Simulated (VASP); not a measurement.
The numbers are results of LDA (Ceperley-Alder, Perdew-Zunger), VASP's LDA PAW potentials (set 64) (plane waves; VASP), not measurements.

VASP input:

### INCAR
```
SYSTEM = MgH2
PREC = Accurate; ENCUT = 400; LREAL = F
LASPH = T
EDIFF = 1E-8; NELM = 100; ALGO = Normal
ISMEAR = 0; SIGMA = 0.01
IBRION = 8; NSW = 1
LWAVE = F; LCHARG = F
LEPSILON = T
```

**POSCAR**
```
MgH2
4.4005590
  0.9999999533   0.0000000000   0.0000000000
  0.0000000000   0.9999999533   0.0000000000
  0.0000000000   0.0000000000   0.6726297308
Mg H
2 4
Cartesian
  0.0000000000   0.0000000000   0.0000000000
  0.4999999767   0.4999999767   0.3363148654
  0.3039021191   0.3039021191   0.0000000000
  0.8039020958   0.1960978576   0.3363148654
  0.1960978576   0.8039020958   0.3363148654
  0.6960978342   0.6960978342   0.0000000000
```

**KPOINTS**
```
Automatic mesh
0
Gamma
5 5 8
0 0 0
```

POTCAR, in this order: Mg H (LDA.64 set). Program: vasp_std.

The resulting files:

OSZICAR:
```
...
RMM:   1    -0.531460371790E+00   -0.53146E+00   -0.91296E-01  1409   0.332E+00
RMM:   2    -0.534164632199E+00   -0.27043E-02   -0.19056E-03  1186   0.356E-01    0.958E-01
RMM:   3    -0.525938448861E+00    0.82262E-02   -0.47147E-03  1157   0.473E-01    0.562E-01
RMM:   4    -0.556225479736E+00   -0.30287E-01   -0.93227E-03  1168   0.677E-01    0.459E-02
RMM:   5    -0.558133951799E+00   -0.19085E-02   -0.77852E-05  1193   0.663E-02    0.723E-03
RMM:   6    -0.558256664552E+00   -0.12271E-03   -0.51544E-07  1249   0.608E-03    0.281E-03
RMM:   7    -0.558346507725E+00   -0.89843E-04   -0.35725E-07  1223   0.365E-03    0.306E-04
RMM:   8    -0.558346568921E+00   -0.61196E-07   -0.40473E-09  1228   0.391E-04    0.186E-04
RMM:   9    -0.558346394115E+00    0.17481E-06   -0.25552E-09  1119   0.256E-04    0.246E-05
RMM:  10    -0.558345958755E+00    0.43536E-06    0.00000E+00   616   0.413E-05    0.147E-05
RMM:  11    -0.558345873284E+00    0.85471E-07    0.26347E-11   578   0.546E-05    0.109E-06
 Linear response to external field, progress :
  Direction:   2
       N       E                     dE             d eps       ncg     rms          rms(c)
RMM:   1    -0.531460370131E+00   -0.53146E+00   -0.91296E-01  1409   0.332E+00
RMM:   2    -0.534164628566E+00   -0.27043E-02   -0.19057E-03  1186   0.356E-01    0.958E-01
RMM:   3    -0.525938227726E+00    0.82264E-02   -0.47146E-03  1159   0.473E-01    0.562E-01
RMM:   4    -0.556225317367E+00   -0.30287E-01   -0.93227E-03  1170   0.677E-01    0.459E-02
RMM:   5    -0.558133768461E+00   -0.19085E-02   -0.77712E-05  1195   0.662E-02    0.723E-03
RMM:   6    -0.558256635416E+00   -0.12287E-03   -0.51533E-07  1247   0.608E-03    0.281E-03
RMM:   7    -0.558346449352E+00   -0.89814E-04   -0.35636E-07  1223   0.364E-03    0.306E-04
RMM:   8    -0.558346497412E+00   -0.48060E-07   -0.40261E-09  1233   0.391E-04    0.187E-04
RMM:   9    -0.558346325662E+00    0.17175E-06   -0.25036E-09  1120   0.256E-04    0.247E-05
RMM:  10    -0.558345890652E+00    0.43501E-06    0.00000E+00   596   0.414E-05    0.147E-05
RMM:  11    -0.558345805492E+00    0.85159E-07    0.10693E-11   580   0.547E-05    0.109E-06
 Linear response to external field, progress :
  Direction:   3
       N       E                     dE             d eps       ncg     rms          rms(c)
RMM:   1    -0.543686764573E+00   -0.54369E+00   -0.86303E-01   888   0.334E+00
RMM:   2    -0.545961812315E+00   -0.22750E-02   -0.20386E-03   757   0.347E-01    0.101E+00
RMM:   3    -0.534415155990E+00    0.11547E-01   -0.62327E-03   719   0.541E-01    0.588E-01
RMM:   4    -0.566691280911E+00   -0.32276E-01   -0.12799E-02   750   0.772E-01    0.394E-02
RMM:   5    -0.568107360247E+00   -0.14161E-02   -0.37115E-05   774   0.529E-02    0.486E-03
RMM:   6    -0.568354645802E+00   -0.24729E-03   -0.32573E-07   767   0.509E-03    0.709E-04
RMM:   7    -0.568361356873E+00   -0.67111E-05   -0.10442E-08   782   0.868E-04    0.682E-05
RMM:   8    -0.568366356601E+00   -0.49997E-05   -0.12010E-10   640   0.104E-04    0.159E-05
RMM:   9    -0.568366815551E+00   -0.45895E-06   -0.23107E-13   309   0.301E-05    0.169E-06
 Linear response DOF=           4
 Linear response progress:
  Degree of freedom:   1/  4
       N       E                     dE             d eps       ncg     rms          rms(c)
RMM:   1    -0.293792334541E-02   -0.29379E-02    0.17133E-02  2479   0.710E-01
RMM:   2    -0.276164568040E-02    0.17628E-03   -0.34696E-04  1660   0.153E-01    0.449E-02
RMM:   3    -0.269999799063E-02    0.61648E-04   -0.12545E-05  1754   0.247E-02    0.265E-02
RMM:   4    -0.267078109333E-02    0.29217E-04   -0.17939E-05  1647   0.289E-02    0.279E-03
RMM:   5    -0.266441305942E-02    0.63680E-05   -0.11014E-06  1741   0.561E-03    0.490E-04
RMM:   6    -0.266403870419E-02    0.37436E-06   -0.92780E-09  1719   0.727E-04    0.180E-04
RMM:   7    -0.266421293580E-02   -0.17423E-06   -0.22858E-09  1766   0.263E-04    0.428E-05
RMM:   8    -0.266423155671E-02   -0.18621E-07    0.68887E-11  1780   0.577E-05    0.125E-05
RMM:   9    -0.266426001705E-02   -0.28460E-07   -0.15311E-10  1779   0.209E-05    0.146E-06
RMM:  10    -0.266425839444E-02    0.16226E-08    0.10593E-10  1560   0.249E-06    0.216E-07
 Linear response progress:
  Degree of freedom:   2/  4
       N       E                     dE             d eps       ncg     rms          rms(c)
RMM:   1    -0.176791329367E-02   -0.17679E-02   -0.19380E-03  1221   0.365E-01
RMM:   2    -0.177066504796E-02   -0.27518E-05   -0.37741E-05  1106   0.465E-02    0.251E-02
RMM:   3    -0.176655715264E-02    0.41079E-05   -0.40891E-06  1160   0.126E-02    0.148E-02
RMM:   4    -0.177606934157E-02   -0.95122E-05   -0.60553E-06  1118   0.147E-02    0.164E-03
RMM:   5    -0.177441901642E-02    0.16503E-05   -0.67919E-08  1164   0.227E-03    0.114E-04
RMM:   6    -0.177430613676E-02    0.11288E-06   -0.57007E-10  1161   0.167E-04    0.624E-05
RMM:   7    -0.177434110576E-02   -0.34969E-07   -0.33422E-11  1175   0.606E-05    0.495E-06
RMM:   8    -0.177435230139E-02   -0.11196E-07    0.12339E-11  1175   0.831E-06    0.206E-06
RMM:   9    -0.177434880962E-02    0.34918E-08   -0.57213E-13   957   0.335E-06    0.190E-07
 Linear response progress:
  Degree of freedom:   3/  4
       N       E                     dE             d eps       ncg     rms          rms(c)
RMM:   1    -0.174904878924E-01   -0.17490E-01   -0.81128E-03  1814   0.665E-01
RMM:   2    -0.168401160504E-01    0.65037E-03   -0.32070E-04  1669   0.144E-01    0.107E-01
RMM:   3    -0.171052865413E-01   -0.26517E-03   -0.14526E-04  1643   0.658E-02    0.592E-02
RMM:   4    -0.177990757962E-01   -0.69379E-03   -0.19628E-04  1632   0.728E-02    0.610E-03
RMM:   5    -0.178494949672E-01   -0.50419E-04   -0.40284E-06  1756   0.109E-02    0.109E-03
RMM:   6    -0.178611167182E-01   -0.11622E-04   -0.31388E-08  1825   0.131E-03    0.390E-04
RMM:   7    -0.178618973285E-01   -0.78061E-06   -0.63245E-09  1790   0.642E-04    0.618E-05
RMM:   8    -0.178622767868E-01   -0.37946E-06   -0.23368E-09  1857   0.795E-05    0.185E-05
RMM:   9    -0.178621898126E-01    0.86974E-07    0.71178E-12  1843   0.264E-05    0.496E-06
RMM:  10    -0.178621830747E-01    0.67379E-08    0.14760E-10  1898   0.911E-06    0.121E-06
 Linear response progress:
  Degree of freedom:   4/  4
       N       E                     dE             d eps       ncg     rms          rms(c)
RMM:   1    -0.171268142523E-01   -0.17127E-01   -0.83874E-03  1623   0.630E-01
RMM:   2    -0.166423903681E-01    0.48442E-03   -0.15368E-04  1602   0.100E-01    0.113E-01
RMM:   3    -0.169833115465E-01   -0.34092E-03   -0.76107E-05  1456   0.546E-02    0.642E-02
RMM:   4    -0.178774945052E-01   -0.89418E-03   -0.15938E-04  1515   0.738E-02    0.192E-03
RMM:   5    -0.178671691911E-01    0.10325E-04   -0.14490E-06  1683   0.787E-03    0.577E-04
RMM:   6    -0.178737642684E-01   -0.65951E-05   -0.57737E-08  1704   0.862E-04    0.107E-04
RMM:   7    -0.178745724776E-01   -0.80821E-06   -0.34759E-09  1735   0.122E-04    0.284E-05
RMM:   8    -0.178741643426E-01    0.40814E-06    0.19459E-10  1575   0.325E-05    0.348E-06
RMM:   9    -0.178741782614E-01   -0.13919E-07    0.30209E-10  1663   0.619E-06    0.490E-07
RMM:  10    -0.178741831633E-01   -0.49019E-08    0.12198E-12   904   0.876E-07    0.138E-07
 Linear response finished
```

OUTCAR:
```
------------------------ aborting loop because EDIFF is reached ----------------------------------------

 HEAD OF MICROSCOPIC STATIC DIELECTRIC TENSOR (INDEPENDENT PARTICLE, excluding Hartree and local field effects)
 ------------------------------------------------------
           4.372723     0.000000     0.000000
           0.000000     4.372723     0.000000
           0.000000     0.000000     4.447211
 ------------------------------------------------------

 MACROSCOPIC STATIC DIELECTRIC TENSOR (including local field effects in DFT)
 ------------------------------------------------------
           4.223325     0.000000     0.000000
           0.000000     4.223325     0.000000
           0.000000     0.000000     4.257694
 ------------------------------------------------------

 PIEZOELECTRIC TENSOR (including local field effects)  for field in x, y, z        (e  Angst)
          XX          YY          ZZ          XY          YZ          ZX
  --------------------------------------------------------------------------------
  x     0.00000     0.00000     0.00000     0.00000     0.00000     0.00000
  y     0.00000     0.00000     0.00000     0.00000     0.00000     0.00000
  z     0.00000     0.00000     0.00000     0.00000     0.00000     0.00000

 PIEZOELECTRIC TENSOR (including local field effects)  for field in x, y, z        (C/m^2)
          XX          YY          ZZ          XY          YZ          ZX
  --------------------------------------------------------------------------------
  x     0.00000     0.00000     0.00000     0.00000     0.00000     0.00000
  y     0.00000     0.00000     0.00000     0.00000     0.00000     0.00000
  z     0.00000     0.00000     0.00000     0.00000     0.00000     0.00000

 BORN EFFECTIVE CHARGES (including local field effects) (in |e|, cummulative output)
 ---------------------------------------------------------------------------------
 ion    1
    1     1.81629     0.10723     0.00000
    2     0.10723     1.81629     0.00000
    3     0.00000     0.00000     1.91316
 ion    2
    1     1.81629    -0.10723     0.00000
    2    -0.10723     1.81629     0.00000
    3     0.00000     0.00000     1.91316
 ion    3
    1    -0.90815    -0.20067     0.00000
    2    -0.20067    -0.90815     0.00000
    3     0.00000     0.00000    -0.95658
 ion    4
    1    -0.90815     0.20067     0.00000
    2     0.20067    -0.90815     0.00000
    3     0.00000     0.00000    -0.95658
 ion    5
    1    -0.90815     0.20067     0.00000
    2     0.20067    -0.90815     0.00000
    3     0.00000     0.00000    -0.95658
 ion    6
    1    -0.90815    -0.20067     0.00000
    2    -0.20067    -0.90815     0.00000
    3     0.00000     0.00000    -0.95658

   1 f  =   46.287680 THz   290.834069 2PiTHz 1543.990799 cm-1   191.430375 meV
             X         Y         Z           dx          dy          dz
      0.000000  0.000000  0.000000     0.000000    0.000000    0.000000
      2.200279  2.200279  1.479973     0.000000    0.000000   -0.000000
      1.337339  1.337339  0.000000     0.353553    0.353553   -0.000000
      3.537619  0.862940  1.479973    -0.353553    0.353553   -0.000000
      0.862940  3.537619  1.479973     0.353553   -0.353553   -0.000000
      3.063220  3.063220  0.000000    -0.353553   -0.353553    0.000000

   2 f  =   41.701638 THz   262.019121 2PiTHz 1391.016927 cm-1   172.464041 meV
             X         Y         Z           dx          dy          dz
      0.000000  0.000000  0.000000     0.000000    0.000000    0.000000
      2.200279  2.200279  1.479973     0.000000    0.000000   -0.000000
      1.337339  1.337339  0.000000     0.353553    0.353553    0.000000
      3.537619  0.862940  1.479973     0.353553   -0.353553   -0.000000
      0.862940  3.537619  1.479973    -0.353553    0.353553   -0.000000
      3.063220  3.063220  0.000000    -0.353553   -0.353553    0.000000

   3 f  =   38.705933 THz   243.196552 2PiTHz 1291.090967 cm-1   160.074807 meV
             X         Y         Z           dx          dy          dz
      0.000000  0.000000  0.000000     0.066749   -0.090381   -0.000000
      2.200279  2.200279  1.479973     0.063700   -0.088154   -0.000000
      1.337339  1.337339  0.000000     0.171833   -0.023009   -0.000000
      3.537619  0.862940  1.479973    -0.493313    0.462990   -0.000000
      0.862940  3.537619  1.479973    -0.493313    0.462990    0.000000
      3.063220  3.063220  0.000000     0.171833   -0.023009   -0.000000

   4 f  =   38.705933 THz   243.196552 2PiTHz 1291.090967 cm-1   160.074807 meV
             X         Y         Z           dx          dy          dz
      0.000000  0.000000  0.000000     0.088154    0.063700    0.000000
      2.200279  2.200279  1.479973     0.090381    0.066749   -0.000000
      1.337339  1.337339  0.000000    -0.462990   -0.493313   -0.000000
      3.537619  0.862940  1.479973     0.023009    0.171833   -0.000000
      0.862940  3.537619  1.479973     0.023009    0.171833   -0.000000
      3.063220  3.063220  0.000000    -0.462990   -0.493313    0.000000

   5 f  =   35.190094 THz   221.105880 2PiTHz 1173.815178 cm-1   145.534468 meV
             X         Y         Z           dx          dy          dz
      0.000000  0.000000  0.000000    -0.000000   -0.000000    0.114642
      2.200279  2.200279  1.479973    -0.000000   -0.000000   -0.114642
      1.337339  1.337339  0.000000     0.000000    0.000000    0.493385
      3.537619  0.862940  1.479973    -0.000000   -0.000000   -0.493385
      0.862940  3.537619  1.479973    -0.000000   -0.000000   -0.493385
      3.063220  3.063220  0.000000     0.000000    0.000000    0.493385

   6 f  =   31.337115 THz   196.896902 2PiTHz 1045.293649 cm-1   129.599837 meV
             X         Y         Z           dx          dy          dz
      0.000000  0.000000  0.000000     0.000000    0.000000   -0.000000
      2.200279  2.200279  1.479973     0.000000    0.000000   -0.000000
      1.337339  1.337339  0.000000    -0.000000   -0.000000   -0.543141
      3.537619  0.862940  1.479973    -0.000000    0.000000   -0.452767
      0.862940  3.537619  1.479973     0.000000   -0.000000    0.452767
      3.063220  3.063220  0.000000    -0.000000   -0.000000    0.543141
...
```
(Selected blocks of OUTCAR.)

The compound is MgH2 in the rutile structure. It was relaxed first, which changed the volume by -7 %.
